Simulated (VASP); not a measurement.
Level of theory: PBEsol GGA, VASP's PBE PAW potentials (set 64) (plane waves; VASP).

A VASP calculation is set up with these files.

INCAR:
```
ALGO = Normal
PREC = Accurate
SYSTEM = WSe2
LEFG = .True.
NEDOS = 601   # DOS grid
ISIF = 2
ENCUT = 400
LREAL = .False.   # projection in real space or not
ISMEAR = -5
LCHARG = .True.
LORBIT = 11
EDIFF = 1E-7
GGA = PS
LMAXMIX = 6   # l cut-off of mixed one-centre charges
LASPH = .True.
NELM = 100   # most electronic steps
LWAVE = .False.
```

### KPOINTS
```
Regular mesh
0
G
  9 9 2
0 0 0
```

**POSCAR**
```
WSe2
1
    3.2721900347     0.0000000000     0.0000000000
   -1.6360950173     2.8337993813     0.0000000000
    0.0000000000     0.0000000000    16.7372254560
W Se
1 2
Direct
  0.0000000000   0.0000000000   0.0000000000
  0.3333330000   0.6666670000   0.1000811781
  0.3333330000   0.6666670000   0.8999188219
```

POTCAR, in this order: W_sv Se (PBE.64 set). Program: vasp_std.

What will the output report for the number of irreducible k-points (NKPTS), number of bands (NBANDS), largest plane-wave count, number of space-group operations, FFT grid (NGX, NGY, NGZ)?

```yaml
number of irreducible k-points (NKPTS): 24
number of bands (NBANDS): 17
largest_plane_wave_count: 2875
number_of_space_group_operations: 12
FFT grid (NGX, NGY, NGZ): 24 × 24 × 112
```

The cell is a sheet with vacuum, built from a database entry that may be metastable or hypothetical.
